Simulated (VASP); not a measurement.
Input:

```
SnI4
1.0
    5.85210     0.00000     0.00000
    0.00000     5.85210     0.00000
    0.00000     0.00000     5.85210
Sn I
1 4
Direct
  0.00000   0.00000   0.00000
  0.26416   0.73584   0.73584
  0.73584   0.73584   0.26416
  0.73584   0.26416   0.73584
  0.26416   0.26416   0.26416
```

Method: LDA (Ceperley-Alder, Perdew-Zunger), VASP's LDA PAW potentials (set 64) (plane waves; VASP). Settings: 400 eV cut-off, Gaussian smearing of 0.050 eV, potentials Sn_d I.

Unless said otherwise, spin-orbit coupling is left out, though it shifts the bands of the heavy elements here.

Give the energies of bands 11 to 24 at the high-symmetry points, in eV from the valence-band maximum.

```tsv
band	Γ	X	M	R
11	-2.77	-3.73	-3.93	-3.70
12	-2.77	-2.81	-2.83	-3.70
13	-2.77	-2.81	-2.83	-3.70
14	-2.63	-1.99	-2.22	-1.33
15	-2.63	-1.80	-2.22	-1.33
16	-0.84	-1.70	-1.69	-1.33
17	-0.84	-1.66	-1.60	-0.24
18	-0.84	-0.77	-0.62	-0.24
19	0.00	-0.77	-0.62	-0.10
20	0.00	-0.58	-0.28	-0.10
21	0.00	-0.58	-0.11	-0.10
22	0.14	1.92	2.03	0.18
23	3.04	3.21	3.46	4.03
24	3.04	4.60	4.77	4.03
```

The gap is direct, 0.14 eV, from the valence maximum at Γ to the conduction minimum at Γ.

The structure comes from a computed database's SnI4 entry (P-43m); how it stands against other phases isn't given here. It was relaxed first, which changed the volume by -22 %.
